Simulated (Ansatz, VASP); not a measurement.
**NaBe2Se2: VASP beside Ansatz**

File INCAR:

```
  PREC = Accurate
  ENCUT = 520
  EDIFF = 1E-6
  ISMEAR = -1
  SIGMA = 0.05
  LREAL = F
  LASPH = T
  NELM = 60
  ALGO = Normal
  ISIF = 2
  LWAVE = F
  LCHARG = F
  GGA = PE
  NBANDS = 20
```

File KPOINTS:

```
regular mesh
0
Gamma
  6 6 3
```

Contents of POSCAR:

```
NaBe2Se2
1.0
    3.6722800000     -0.0367228000      0.0000000000
   -1.8679428000      3.1986414000      0.0000000000
    0.0000000000      0.0000000000      8.0111600000
Na Be Se
1 2 2
Direct
    0.0000000000      0.0000000000      0.5000000000
    0.3333300000      0.6666700000      0.1463900000
    0.3333300000      0.6666700000      0.8536100000
    0.6666700000      0.3333300000      0.2285200000
    0.6666700000      0.3333300000      0.7714800000
```

The input input.yaml:

```yaml
crystal:
  lattice:
    - [3.67228, -0.0367228, 0.0]
    - [-1.8679428, 3.1986414, 0.0]
    - [0.0, 0.0, 8.01116]
  atoms:
    - { symbol: Na, position: [0.0, 0.0, 0.5] }
    - { symbol: Be, position: [0.33333, 0.66667, 0.14639] }
    - { symbol: Be, position: [0.33333, 0.66667, 0.85361] }
    - { symbol: Se, position: [0.66667, 0.33333, 0.22852] }
    - { symbol: Se, position: [0.66667, 0.33333, 0.77148] }
hamiltonian:
  xc: pbe
  pseudopotentials: { kind: paw }
kpoints:
  mp_grid: { grid: [6, 6, 3] }
scf:
  occupations: { method: fermi_dirac, width: 0.05 }
output:
  forces: true
  stress: true
  eigenvalues: true
```

Change from the starting cell: strain = -0.02.

Alike in both runs: task single point; functional PBE; k mesh 6 × 6 × 3; occupations fermi-dirac, width 0.05 eV; no spin polarisation.

```csv
,VASP,Ansatz
version,VASP 6.6.1,Ansatz 0.2.0
potentials or method,"VASP PAW PBE potentials, release 64 (Na_pv, Be, Se)",Ansatz PAW
plane-wave cutoff (eV),520,420
valence electrons in the cell,23,45
```

|  | VASP | Ansatz | Ansatz less VASP |
| --- | --- | --- | --- |
| gap on the k mesh at the Fermi level (eV) | none | none | - |
| pressure (GPa) | 0.2 | 0.1 | -0.11 |
| largest component of the traceless stress (GPa) | 1.15 | 1.15 | -0.006 |
| rms of the force components (eV/Å) | 0.041 | 0.041 | -0.0005 |

Atom by atom the forces differ by 0.004 eV/Å (rms over components). A gap of «none» marks a metal or a gap that the smearing closes. The functional is the same, so the differences come from potentials, cutoffs and numerics. The two sets of potentials don't hold the same shells in valence.
